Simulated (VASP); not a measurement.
# CaCdGa (P4/nmm) in VASP: single point with PBE

Aim: the single point of CaCdGa with PBE.

All numbers are computed with VASP 6.6.1; they aren't measurements. Logs are shortened: lines on timing, memory, paths and dates and some standing lists are left out, and cuts for length are marked.

## (1) Starting point

The structure is tetragonal, space group P4/nmm (No. 129). Conventional cell: a = 4.004 Å, b = 4.004 Å, c = 7.157 Å, α = 90.00°, β = 90.00°, γ = 90.00°. Around Ga (site symmetry 4mm) lie 4 Cd at 2.71 Å and 5 Ca at 2.86 to 2.91 Å. Around Cd (site symmetry -4m2) lie 4 Ga at 2.71 Å and 4 Cd at 2.83 Å. Around Ca (site symmetry 4mm) lie 5 Ga at 2.86 to 2.91 Å and 4 Cd at 3.18 Å.

The cell was built by a generator and needn't be a form met in nature.

## (2) Single point, PBE

Input file INCAR:

```
SYSTEM = CaCdGa
ALGO = Fast
EDIFF = 1E-6
ENCUT = 520
GGA = PE
ISIF = 2
ISMEAR = -1
LASPH = .True.
LCHARG = .False.
LREAL = .False.
LWAVE = .False.
NBANDS = 44
NELM = 100
PREC = Accurate
SIGMA = 0.1
```

Input file KPOINTS:

```
k-points
0
Gamma
  8 8 5
  0 0 0
```

Input file POSCAR:

```
CaCdGa
1.0
    4.0040793804      0.0000000000      0.0000000000
    0.0000000000      4.0040793804      0.0000000000
    0.0000000000      0.0000000000      7.1568343037
Ga Cd Ca
2 2 2
Direct
    0.2500000000      0.2500000000      0.7545719426
    0.7500000000      0.7500000000      0.2454280574
    0.7500000000      0.2500000000      0.5000000000
    0.2500000000      0.7500000000      0.5000000000
    0.2500000000      0.2500000000      0.1539559396
    0.7500000000      0.7500000000      0.8460440604
```

Potentials or basis: VASP PAW PBE potentials, release 64 (Ga_d, Cd, Ca_sv).

The run is started by

```console
> cat potpaw_PBE.64/Ga_d/POTCAR potpaw_PBE.64/Cd/POTCAR potpaw_PBE.64/Ca_sv/POTCAR > POTCAR
> mpirun -np 1 vasp_std > vasp.out
```

OUTCAR:

```text
SYSTEM = CaCdGa
   EDIFF = 1E-6
   ENCUT = 520
   GGA = PE
   ISIF = 2
   ISMEAR = -1
   LASPH = .True.
   LREAL = .False.
   NELM = 100
   PREC = Accurate

 ion  position               nearest neighbor table
   1  0.250  0.250  0.755-   3 2.71   4 2.71   4 2.71   3 2.71   5 2.86   6 2.91   6 2.91   6 2.91
                             6 2.91
   2  0.750  0.750  0.245-   3 2.71   4 2.71   3 2.71   4 2.71   6 2.86   5 2.91   5 2.91   5 2.91
                             5 2.91
   3  0.750  0.250  0.500-   1 2.71   2 2.71   2 2.71   1 2.71   4 2.83   4 2.83   4 2.83   4 2.83
                             5 3.18   6 3.18   5 3.18   6 3.18
   4  0.250  0.750  0.500-   1 2.71   2 2.71   1 2.71   2 2.71   3 2.83   3 2.83   3 2.83   3 2.83
                             5 3.18   6 3.18   6 3.18   5 3.18
   5  0.250  0.250  0.154-   1 2.86   2 2.91   2 2.91   2 2.91   2 2.91   4 3.18   4 3.18   3 3.18
                             3 3.18
   6  0.750  0.750  0.846-   2 2.86   1 2.91   1 2.91   1 2.91   1 2.91   3 3.18   4 3.18   4 3.18
                             3 3.18

  LATTYP: Found a simple tetragonal cell.
 ALAT       =     4.0040793804
 C/A-ratio  =     1.7873857194

  Lattice vectors:

 A1 = (   4.0040793804,   0.0000000000,   0.0000000000)
 A2 = (   0.0000000000,   4.0040793804,   0.0000000000)
 A3 = (   0.0000000000,   0.0000000000,   7.1568343037)

Analysis of symmetry for initial positions (statically):
=====================================================================
 Subroutine PRICEL returns:
 Original cell was already a primitive cell.

 Routine SETGRP: Setting up the symmetry group for a
 simple tetragonal supercell.

 Subroutine GETGRP returns: Found 16 space group operations
 (whereof  4 operations were pure point group operations)
 out of a pool of 16 trial point group operations.

The static configuration has the point symmetry C_2h.
 The point group associated with its full space group is D_4h.

Analysis of symmetry for dynamics (positions and initial velocities):
=====================================================================
 Subroutine PRICEL returns:
 Original cell was already a primitive cell.

 Routine SETGRP: Setting up the symmetry group for a
 simple tetragonal supercell.

 Subroutine GETGRP returns: Found 16 space group operations
 (whereof  4 operations were pure point group operations)
 out of a pool of 16 trial point group operations.

The dynamic configuration has the point symmetry C_2h.
 The point group associated with its full space group is D_4h.

 Subroutine INISYM returns: Found 16 space group operations
 (whereof  4 operations are pure point group operations),
 and found     1 'primitive' translations

----------------------------------------------------------------------------------------

                                     Primitive cell

  volume of cell :     114.7430

  direct lattice vectors                    reciprocal lattice vectors
     4.004079380  0.000000000  0.000000000     0.249745298  0.000000000  0.000000000
     0.000000000  4.004079380  0.000000000     0.000000000  0.249745298  0.000000000
     0.000000000  0.000000000  7.156834304     0.000000000  0.000000000  0.139726583

  length of vectors
     4.004079380  4.004079380  7.156834304     0.249745298  0.249745298  0.139726583

  position of ions in fractional coordinates (direct lattice)
     0.250000000  0.250000000  0.754571943
     0.750000000  0.750000000  0.245428057
     0.750000000  0.250000000  0.500000000
     0.250000000  0.750000000  0.500000000
     0.250000000  0.250000000  0.153955940
     0.750000000  0.750000000  0.846044060

  ion indices of the primitive-cell ions
   primitive index   ion index
                 1           1
                 2           2
                 3           3
                 4           4
                 5           5
                 6           6

----------------------------------------------------------------------------------------

 KPOINTS: k-points

Automatic generation of k-mesh.
 Grid dimensions read from file:
 generate k-points for:    8    8    5

 Generating k-lattice:

  Cartesian coordinates                     Fractional coordinates (reciprocal lattice)
     0.031218162  0.000000000  0.000000000     0.125000000  0.000000000  0.000000000
     0.000000000  0.031218162  0.000000000     0.000000000  0.125000000  0.000000000
     0.000000000  0.000000000  0.027945317     0.000000000  0.000000000  0.200000000

  Length of vectors
     0.031218162  0.031218162  0.027945317

  Shift w.r.t. Gamma in fractional coordinates (k-lattice)
     0.000000000  0.000000000  0.000000000

 Subroutine IBZKPT returns following result:
 ===========================================

 Found     45 irreducible k-points:

 Following reciprocal coordinates:
            Coordinates               Weight
  0.000000  0.000000  0.000000      1.000000
  0.125000  0.000000  0.000000      4.000000
  0.250000  0.000000  0.000000      4.000000
  0.375000  0.000000  0.000000      4.000000
  0.500000  0.000000  0.000000      2.000000
  0.125000  0.125000  0.000000      4.000000
[... 16 lines left out ...]
  0.375000  0.125000  0.200000     16.000000
  0.500000  0.125000  0.200000      8.000000
 [... further k-points ...]
   k-points           NKPTS =     45   k-points in BZ     NKDIM =     45   number of bands    NBANDS=     44
   number of dos      NEDOS =    301   number of ions     NIONS =      6
   total plane-waves  NPLWV =  48600
   dimension x,y,z NGX =    30 NGY =   30 NGZ =   54
   dimension x,y,z NGXF=    60 NGYF=   60 NGZF=  108
   ions per type =               2   2   2
   NGX,Y,Z   is equivalent  to a cutoff of  12.46, 12.46, 12.54 a.u.
   NGXF,Y,Z  is equivalent  to a cutoff of  24.91, 24.91, 25.09 a.u.
 SYSTEM =  CaCdGa
   PREC   = accura    normal or accurate (medium, high low for compatibility)
   ISTART =      0    job   : 0-new  1-cont  2-samecut
   ICHARG =      2    charge: 1-file 2-atom 10-const
   ISPIN  =      1    spin polarized calculation?
   LNONCOLLINEAR =      F non collinear calculations
   LSORBIT =      F    spin-orbit coupling
   LASPH  =      T    aspherical Exc in radial PAW
   ENCUT  =  520.0 eV  38.22 Ry    6.18 a.u.   7.44  7.44 13.31*2*pi/ulx,y,z
   NELM   =    100;   NELMIN=  2; NELMDL= -5     # of ELM steps
   EDIFF  = 0.1E-05   stopping-criterion for ELM
   LREAL  =      F    real-space projection
   EDIFFG = 0.1E-04   stopping-criterion for IOM
   NSW    =      0    number of steps for IOM
   IBRION =     -1    ionic relax: 0-MD 1-quasi-New 2-CG
   NFREE  =      0    steps in history (QN), initial steepest desc. (CG)
   ISIF   =      2    stress and relaxation
   ISYM   =      2    0-nonsym 1-usesym 2-fastsym
   POTIM  = 0.5000    time-step for ionic-motion
   TEBEG  =    0.0;   TEEND  =   0.0 temperature during run
   PSTRESS=    0.0 pullay stress
   NELECT =      70.0000    total number of electrons
   NUPDOWN=      -1.0000    fix difference up-down
   EMIN   =  10.00;   EMAX   =-10.00  energy-range for DOS
   EFERMI =   0.00;   METHOD = LEGACY
   ISMEAR =    -1;   SIGMA  =   0.10  broadening in eV -4-tet -1-fermi 0-gaus
   EFERMI_NEDOS =   21; number of points for ismear=-14 and -15
   IALGO  =     68    algorithm
   IMIX   =      4    mixing-type and parameters
     AMIX     =   0.40;   BMIX     =  1.00
     AMIX_MAG =   1.60;   BMIX_MAG =  1.00
  volume/ion in A,a.u.               =      19.12       129.05
  Fermi-wavevector in a.u.,A,eV,Ry     =   1.388456  2.623801 26.229442  1.927810
  Thomas-Fermi vector in A             =   2.512580
   LORBIT       =      0    0 simple, 1 ext, 2 COOP (PROOUT), +10 PAW based schemes
   GGA     = PE    functional components
   LHFCALC =     F    Hartree Fock is set to
   AEXX    =    0.0000 exact exchange contribution
   IVDW    =     0    specifies the selected vdW correction
   LEPSILON=     F    determine dielectric tensor
   LRPA    =     F    only Hartree local field effects (RPA)
 non-spin polarized calculation
 RMM-DIIS sequential band-by-band and
  energy-cutoff  :      520.00
  volume of cell :      114.74
 maximum number of plane-waves:      3134
 NGX is ok and might be reduce to    30
   NGX = 15   NGY = 15   NGZ = 27

 number of electron      70.0000016 magnetization

 Free energy of the ion-electron system (eV)
  ---------------------------------------------------
  ext. energy  EPLUGINS =         0.00000000
  ---------------------------------------------------
  free energy    TOTEN  =       -11.71590451 eV

  energy without entropy =      -11.64121364  energy(sigma->0) =      -11.67855908

 E-fermi :   4.9242     XC(G=0): -11.0175

 val. band max:        4.9100748004   @ k =   0.2500   0.0000   0.2000
 cond. band min:       4.9508310150   @ k =   0.2500   0.0000   0.4000
 fundamental gap:      0.0407562147
 Fermi energy:         4.9242144457

 k-point     1 :       0.0000    0.0000    0.0000
  band No.  band energies     occupation
      1     -35.5061      2.00000
      2     -35.4739      2.00000
      3     -16.6940      2.00000
      4     -16.6097      2.00000
      5     -16.6097      2.00000
      6     -16.5696      2.00000
[... 36 lines left out ...]
     43       9.5592      0.00000
     44       9.9391      0.00000

 k-point     2 :       0.1250    0.0000    0.0000
  band No.  band energies     occupation
      1     -35.5042      2.00000
      2     -35.4745      2.00000
      3     -16.6927      2.00000
      4     -16.6369      2.00000
      5     -16.6056      2.00000
      6     -16.5552      2.00000
[... 36 lines left out ...]
     43       9.8365      0.00000
     44       9.9869      0.00000

 k-point     3 :       0.2500    0.0000    0.0000
  band No.  band energies     occupation
      1     -35.4992      2.00000
      2     -35.4764      2.00000
      3     -16.6943      2.00000
      4     -16.6793      2.00000
      5     -16.5942      2.00000
      6     -16.5520      2.00000
[... 36 lines left out ...]
     43       9.3967      0.00000
     44      10.1702      0.00000

 k-point     4 :       0.3750    0.0000    0.0000
  band No.  band energies     occupation
      1     -35.4924      2.00000
      2     -35.4800      2.00000
      3     -16.7109      2.00000
      4     -16.7073      2.00000
      5     -16.5777      2.00000
      6     -16.5625      2.00000
[... 882 lines left out ...]
     43       9.3737      0.00000
     44       9.7540      0.00000

 k-point    23 :       0.3750    0.1250    0.2000
  band No.  band energies     occupation
      1     -35.4913      2.00000
      2     -35.4799      2.00000
      3     -16.7056      2.00000
      4     -16.7045      2.00000
      5     -16.5984      2.00000
      6     -16.5723      2.00000
[... 36 lines left out ...]
     43       9.6675      0.00000
     44       9.7052      0.00000

 k-point    24 :       0.5000    0.1250    0.2000
  band No.  band energies     occupation
      1     -35.4849      2.00000
      2     -35.4849      2.00000
      3     -16.7152      2.00000
      4     -16.7152      2.00000
      5     -16.5810      2.00000
      6     -16.5810      2.00000
[... 36 lines left out ...]
     43       9.8837      0.00000
     44      10.0099      0.00000

 [... further k-points ...]

------------------------ aborting loop because EDIFF is reached ----------------------------------------

  FORCE on cell =-STRESS in cart. coord.  units (eV):
  Direction    XX          YY          ZZ          XY          YZ          ZX
  --------------------------------------------------------------------------------------
  -------------------------------------------------------------------------------------
  Total       14.6650364     14.6650364     14.6221316      0.0000000      0.0000000      0.0000000
  in kB      204.7705076    204.7705076    204.1714207      0.0000000      0.0000000      0.0000000
  external PRESSURE =     204.5708120 kB  Pullay stress =       0.0000000 kB

 VOLUME and BASIS-vectors are now :
 -----------------------------------------------------------------------------
  energy-cutoff  :      520.00
  volume of cell :      114.74
      direct lattice vectors                 reciprocal lattice vectors
     4.004079380  0.000000000  0.000000000     0.249745298  0.000000000  0.000000000
     0.000000000  4.004079380  0.000000000     0.000000000  0.249745298  0.000000000
     0.000000000  0.000000000  7.156834304     0.000000000  0.000000000  0.139726583

 POSITION                                       TOTAL-FORCE (eV/Angst)
 -----------------------------------------------------------------------------------
      1.00102      1.00102      5.40035         0.000000      0.000000      0.030456
      3.00306      3.00306      1.75649        -0.000000     -0.000000     -0.030456
      3.00306      1.00102      3.57842        -0.000000     -0.000000      0.000000
      1.00102      3.00306      3.57842         0.000000     -0.000000      0.000000
      1.00102      1.00102      1.10184        -0.000000      0.000000     -0.017117
      3.00306      3.00306      6.05500        -0.000000     -0.000000      0.017117
 -----------------------------------------------------------------------------------
    total drift:                                0.000000     -0.000000      0.000000

  FREE ENERGIE OF THE ION-ELECTRON SYSTEM (eV)
  ---------------------------------------------------
  free  energy   TOTEN  =       -11.7159045117 eV

  energy  without entropy=      -11.6412136450  energy(sigma->0) =      -11.67855908
```

Run time: 5.3 min. Hardware: 1 thread of AMD EPYC 9R45 (Zen 5), shared host; peak memory 0.32 GiB.

What came out:

| Item | Value |
| --- | --- |
| Free energy | -11.7159 eV |
| Pressure | 20.5 GPa |
| Largest force | 0.030 eV/Å |
| Band gap on the k mesh | none (metal or under the smearing width) |

Forces in eV/Å, atoms in the order of the input:
```
Ga   0.000  0.000  0.030
Ga   0.000  0.000 -0.030
Cd   0.000  0.000  0.000
Cd   0.000  0.000  0.000
Ca   0.000  0.000 -0.017
Ca   0.000  0.000  0.017
```

Levels at points of the mesh, in eV from the Fermi level:
| k point | band 32 | band 33 | band 34 | band 35 | band 36 | band 37 | band 38 | band 39 |
| --- | --- | --- | --- | --- | --- | --- | --- | --- |
| (0.00, 0.00, 0.00) | -0.35 | -0.26 | -0.26 | 0.43 | 1.82 | 2.38 | 2.38 | 2.78 |
| (0.50, 0.00, 0.00) | -3.50 | -2.00 | -2.00 | 0.68 | 0.68 | 2.12 | 2.12 | 3.30 |
| (0.50, 0.50, 0.00) | -3.25 | -1.68 | -1.68 | -1.60 | -1.60 | 0.45 | 0.45 | 2.67 |

Caveat: so large a pressure means that the cell lies far from this level's equilibrium, or that cutoff or potentials fall short.
